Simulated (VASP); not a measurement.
An input for Ansatz (written as the equivalent of a VASP run, and not itself run):

Ansatz 0.2 input:
```yaml
crystal:
  lattice:
    - [0.0000000, 2.9291686, 2.9291686]
    - [2.9291686, 0.0000000, 2.9291686]
    - [2.9291686, 2.9291686, 0.0000000]
  atoms:
    - { symbol: Ca, position: [0.0000000, 0.0000000, 0.0000000] }
    - { symbol: Se, position: [0.5000000, 0.5000000, 0.5000000] }
kpoints:
  mp_grid: { grid: [8, 8, 8] }
hamiltonian:
  xc: lda
  pseudopotentials: { kind: paw }
scf:
  occupations: { method: gaussian, width: 0.05 }
  max_iter: 100
output: { forces: true, stress: true, eigenvalues: true }
```

Translate this input to VASP (INCAR, KPOINTS, POSCAR, choice of POTCAR).

Several could match; the one computed here: 
File POSCAR:
```
CaSe
5.8583370
  0.0000000000   0.5000000138   0.5000000138
  0.5000000138   0.0000000000   0.5000000138
  0.5000000138   0.5000000138   0.0000000000
Ca Se
1 1
Direct
  0.0000000000   0.0000000000   0.0000000000
  0.5000000000   0.5000000000   0.5000000000
```

KPOINTS:
```
Automatic mesh
0
Gamma
8 8 8
0 0 0
```

### INCAR
```
ALGO = Normal
EDIFF = 1E-7
ENCUT = 520
ISIF = 2
ISMEAR = 0
LASPH = .TRUE.
LCHARG = .FALSE.
LMAXMIX = 4
LREAL = .FALSE.
LWAVE = .FALSE.
NELM = 100
PREC = Accurate
SIGMA = 0.05
SYSTEM = CaSe
```

POTCAR, in this order: Ca_sv Se (LDA.64 set). Program: vasp_std.

Limits of the translation: each code has its own PAW files, so the cut-off isn't converted (ENCUT is set for VASP's; basis.ecutwfc is left out, and Ansatz then takes the one that its files recommend); Ansatz stops its SCF on the density residual and VASP on the energy change (EDIFF); Ansatz's lda is the Perdew-Wang form, while the LDA potentials of VASP carry Perdew-Zunger's.

The compound is CaSe in the rock salt structure. This cell is one point of a volume scan, at 1.03 of the reference volume.
